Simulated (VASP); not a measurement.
Output of a VASP run:

OSZICAR:
```
...
DAV:   4    -0.921242980767E+02   -0.69289E-07   -0.72298E-06   862   0.165E-02
   4 F= -.92124298E+02 E0= -.92124421E+02  d E =-.104284E+01
       N       E                     dE             d eps       ncg     rms          rms(c)
DAV:   1    -0.921245188941E+02   -0.22089E-03   -0.16927E+00  1170   0.900E+00    0.221E-01
DAV:   2    -0.921259495239E+02   -0.14306E-02   -0.25471E-02  1568   0.107E+00    0.147E-01
DAV:   3    -0.921257782212E+02    0.17130E-03   -0.11878E-03  1438   0.219E-01    0.684E-02
DAV:   4    -0.921257276064E+02    0.50615E-04   -0.22391E-04  1544   0.958E-02    0.141E-02
DAV:   5    -0.921257260750E+02    0.15315E-05   -0.12361E-05  1086   0.276E-02
   5 F= -.92125726E+02 E0= -.92125911E+02  d E =-.142800E-02
       N       E                     dE             d eps       ncg     rms          rms(c)
DAV:   1    -0.921288523073E+02   -0.31247E-02   -0.34586E-01  1184   0.407E+00    0.101E-01
DAV:   2    -0.921291315118E+02   -0.27920E-03   -0.52104E-03  1578   0.488E-01    0.667E-02
DAV:   3    -0.921291116179E+02    0.19894E-04   -0.27013E-04  1392   0.105E-01    0.317E-02
DAV:   4    -0.921291096999E+02    0.19180E-05   -0.50273E-05  1444   0.456E-02
   6 F= -.92129110E+02 E0= -.92129168E+02  d E =-.481162E-02
       N       E                     dE             d eps       ncg     rms          rms(c)
DAV:   1    -0.921303391310E+02   -0.12275E-02   -0.50679E-01  1092   0.466E+00    0.118E-01
DAV:   2    -0.921309701369E+02   -0.63101E-03   -0.95109E-03  1558   0.647E-01    0.818E-02
DAV:   3    -0.921308954247E+02    0.74712E-04   -0.36337E-04  1590   0.140E-01    0.419E-02
DAV:   4    -0.921308925550E+02    0.28698E-05   -0.13625E-04  1442   0.743E-02    0.136E-02
DAV:   5    -0.921308925399E+02    0.15045E-07   -0.79974E-06   942   0.244E-02
   7 F= -.92130893E+02 E0= -.92130809E+02  d E =-.178284E-02
       N       E                     dE             d eps       ncg     rms          rms(c)
DAV:   1    -0.921309058592E+02   -0.13304E-04   -0.52255E-03  1096   0.473E-01    0.121E-02
DAV:   2    -0.921309122772E+02   -0.64181E-05   -0.96459E-05  1558   0.646E-02    0.847E-03
DAV:   3    -0.921309117066E+02    0.57064E-06   -0.26865E-06   786   0.130E-02    0.436E-03
DAV:   4    -0.921309118867E+02   -0.18013E-06   -0.16585E-06   728   0.881E-03
   8 F= -.92130912E+02 E0= -.92130840E+02  d E =-.180219E-02
       N       E                     dE             d eps       ncg     rms          rms(c)
DAV:   1    -0.921309207912E+02   -0.90847E-05   -0.57543E-02  1092   0.166E+00    0.488E-02
DAV:   2    -0.921310059283E+02   -0.85137E-04   -0.11916E-03  1618   0.229E-01    0.295E-02
DAV:   3    -0.921309976872E+02    0.82411E-05   -0.31379E-05  1376   0.425E-02    0.164E-02
DAV:   4    -0.921309999218E+02   -0.22346E-05   -0.17194E-05  1012   0.286E-02
   9 F= -.92131000E+02 E0= -.92130946E+02  d E =-.880351E-04
       N       E                     dE             d eps       ncg     rms          rms(c)
DAV:   1    -0.921310752651E+02   -0.77578E-04   -0.99420E-03  1092   0.690E-01    0.195E-02
DAV:   2    -0.921310890653E+02   -0.13800E-04   -0.20356E-04  1644   0.940E-02    0.125E-02
DAV:   3    -0.921310875112E+02    0.15541E-05   -0.43803E-06  1008   0.175E-02    0.698E-03
DAV:   4    -0.921310880656E+02   -0.55438E-06   -0.37123E-06   754   0.139E-02
  10 F= -.92131088E+02 E0= -.92131027E+02  d E =-.176179E-03
```

File OUTCAR:
```
------------------------ aborting loop because EDIFF is reached ----------------------------------------
  FORCE on cell =-STRESS in cart. coord.  units (eV):
  Direction    XX          YY          ZZ          XY          YZ          ZX
  --------------------------------------------------------------------------------------
  Total       -0.2992312     -0.2992311     -0.5889894      0.0000000      0.0000000      0.0000000
  in kB       -3.4705352     -3.4705333     -6.8312009      0.0000000      0.0000000      0.0000000
  external PRESSURE =      -4.5907565 kB  Pullay stress =       0.0000000 kB
  volume of cell :      138.14
      direct lattice vectors                 reciprocal lattice vectors
     2.514797199  0.000000000  0.000000000     0.397646379  0.229581304  0.000000000
    -1.257398599  2.177877687  0.000000000     0.000000000  0.459162609  0.000000000
     0.000000000  0.000000000 25.222293730     0.000000000  0.000000000  0.039647465
 POSITION                                       TOTAL-FORCE (eV/Angst)
 -----------------------------------------------------------------------------------
      0.00000      0.00000      8.62995         0.000000      0.000000      0.025539
     -0.00000      1.45192      8.36911         0.000000     -0.000000     -0.000910
      1.25740      0.72596     10.79760        -0.000000      0.000000      0.019124
      0.00000      0.00000     10.31418         0.000000     -0.000000     -0.009449
     -0.00000      1.45192     12.86524        -0.000000      0.000000     -0.008469
      1.25740      0.72596     12.35705         0.000000      0.000000      0.008469
      0.00000      0.00000     14.90811        -0.000000      0.000000      0.009449
     -0.00000      1.45192     14.42470         0.000000     -0.000000     -0.019124
      1.25740      0.72596     16.85319        -0.000000      0.000000      0.000910
     -0.00000      0.00000     16.59235         0.000000     -0.000000     -0.025539
 -----------------------------------------------------------------------------------
    total drift:                                0.000000      0.000000      0.000000
  FREE ENERGIE OF THE ION-ELECTRON SYSTEM (eV)
  ---------------------------------------------------
  free  energy   TOTEN  =       -92.1310880656 eV

  energy  without entropy=      -92.1309051426  energy(sigma->0) =      -92.13102709

 reached required accuracy - stopping structural energy minimisation
```
(Selected blocks of OUTCAR.)

POSCAR:
```
C(111) slab
1
    2.5147971988    -0.0000000000    -0.0000000000
   -1.2573985994     2.1778776865     0.0000000000
    0.0000000000     0.0000000000    25.2222937298
C
10
Direct
  0.0000000000   0.0000000000   0.3473580000
  0.3333330000   0.6666670000   0.3270060000
  0.6666670000   0.3333330000   0.4287670000
  0.0000000000   0.0000000000   0.4084150000
  0.3333330000   0.6666670000   0.5101760000
  0.6666670000   0.3333330000   0.4898240000
  0.0000000000   0.0000000000   0.5915850000
  0.3333330000   0.6666670000   0.5712330000
  0.6666670000   0.3333330000   0.6729940000
  0.0000000000   0.0000000000   0.6526420000
```

**Question.** Reconstruct the remaining input files.

**Answer.** This is not unique; one that fits is the input of the run itself, PBEsol GGA, plane waves, VASP's PBE PAW potentials (set 64).

### INCAR
```
# general
SYSTEM = C(111) slab
PREC   = Normal
ENCUT  = 450   # plane-wave cut-off (eV)
LREAL  = .FALSE.
LASPH  = .TRUE.   # aspherical one-centre terms

# electronic loop
EDIFF  = 1E-5   # SCF stop (eV)
NELM   = 100   # most electronic steps
NELMIN = 4
ALGO   = Normal   # blocked Davidson

# smearing
ISMEAR = 1   # Methfessel-Paxton
SIGMA  = 0.1   # width (eV)

# functional
GGA    = PS   # PBEsol

# ions
IBRION = 2   # conjugate gradients
NSW    = 50
ISIF   = 2   # forces and stress, cell fixed
EDIFFG = -0.03   # ionic stop

# output
LWAVE  = .TRUE.
LCHARG = .FALSE.

# other
LDIPOL = .TRUE.
IDIPOL = 3
DIPOL  = 0.5 0.5 0.5
```

File KPOINTS:
```
Automatic mesh
0
Gamma
13 13 1
0 0 0
```

POTCAR, in this order: C (PBE.64 set). Program: vasp_std.

At this cut-off the stress carries a Pulay error, which pulls relaxed volumes low.

The cell is a thin slab with vacuum, built from C (diamond): (111) face.
